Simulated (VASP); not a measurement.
These are PBE GGA, VASP's PBE PAW potentials (set 64) (plane waves; VASP) values and carry that method's errors.

A VASP calculation is set up with these files.

KPOINTS:
```
Automatic
0
gamma
  6 6 6
```

File POSCAR:
```
CsBr
1
    4.2900000000     0.0000000000     0.0000000000
    0.0000000000     4.2900000000     0.0000000000
    0.0000000000     0.0000000000     4.2900000000
Cs Br
1 1
Direct
  0.0000000000   0.0000000000   0.0000000000
  0.5000000000   0.5000000000   0.5000000000
```

### INCAR
```
EDIFF=1E-6
ALGO=Normal   ! blocked Davidson
PREC=Accurate
AMIX=0.05
LASPH=T
NELM=100   ! most electronic steps
LWAVE=F
ISMEAR=0   ! Gaussian
ISIF=2
BMIX=3.0
GGA=PE   ! PBE
LREAL=F   ! projection in real space or not
SYSTEM=CsBr
IMIX=1
ENCUT=400
LCHARG=F
LMAXMIX=4   ! l cut-off of mixed one-centre charges
SIGMA=0.05   ! width (eV)
```

POTCAR, in this order: Cs_sv Br (PBE.64 set). Program: vasp_std.

Task: What will the output report for the number of irreducible k-points (NKPTS), number of bands (NBANDS), largest plane-wave count, number of space-group operations, FFT grid (NGX, NGY, NGZ)?

Result: 
```
Property                                      Result
--------------------------------------  ------------
number of irreducible k-points (NKPTS)            20
number of bands (NBANDS)                          12
largest plane-wave count                        1472
number of space-group operations                  48
FFT grid (NGX, NGY, NGZ)                28 × 28 × 28
```

The compound is CsBr in the CsCl type structure. The cell was not relaxed at this level. The run is one of a series of settings (AMIX = 0.05, BMIX = 3.0, IMIX = 1 against the base run), some of them coarse on purpose.
